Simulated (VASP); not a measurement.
Energy against volume of PbSe (rock salt). All values below come from RPBE GGA, VASP's PBE PAW potentials (set 64) (plane waves; VASP). Numerical set-up: 520 eV cut-off, 7×7×7 Γ-centred mesh, Gaussian smearing of 0.050 eV, potentials Pb_d Se.

```tsv
V (Å³/atom)	E (eV/atom)
30.234	-3.75921
31.169	-3.76331
32.104	-3.76013
33.040	-3.75075
```

**Question.** Fit these four points and predict the energy of the run at 29.299 Å³/atom.

**Answer.** A cubic in V^(−2/3), the third-order Birch-Murnaghan form, passes through the four points with V0 = 31.20 Å³/atom and B0 = 41 GPa, and gives -3.7465 eV/atom there. The run gave -3.7465 eV/atom, +0.0 meV/atom from the fit; all five points give B0 = 41 GPa.

The compound is PbSe in the rock salt structure. It was relaxed first, which changed the volume by +9 %.
